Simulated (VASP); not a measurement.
Here is a VASP 6.6.1 calculation.

INCAR

```
ALGO     = Normal         # electronic algorithm
EDIFF    = 1E-6           # SCF threshold, eV
ENCUT    = 520            # plane-wave cutoff, eV
GGA      = PS             # functional
ISIF     = 2              # what is computed and relaxed
ISMEAR   = 0              # smearing method
LASPH    = True           # aspherical terms in the spheres
LCHARG   = False          # write CHGCAR
LREAL    = False          # projectors in reciprocal space
LWAVE    = False          # write WAVECAR
NBANDS   = 16             # bands
NELM     = 100            # most SCF steps
PREC     = Accurate       # precision mode
SIGMA    = 0.1            # smearing width, eV
```

Contents of KPOINTS:

```
k-points
0
Gamma
  18 18 14
```

POSCAR

```
WC
1.0
    2.8984899881      0.0000000000      0.0000000000
   -1.4492449940      2.5101659623      0.0000000000
    0.0000000000      0.0000000000      2.8278117729
W C
1 1
Direct
    0.0000000000      0.0000000000      0.0000000000
    0.6666666667      0.3333333333      0.5000000000
```

Potentials or basis: VASP PAW PBE potentials, release 64 (W_sv, C).

The run is started by

```sh
$ cat potpaw_PBE.64/W_sv/POTCAR potpaw_PBE.64/C/POTCAR > POTCAR
$ mpirun -np 1 vasp_std > vasp.out
```

(1) What does it give for the pressure?

(2) Predict the band gap on the k mesh.

Results:

(1) 1.2 GPa.

(2) none (metal or under the smearing width).

Caveat: the PAW data sets were made with another functional, which shifts forces and pressure a little.
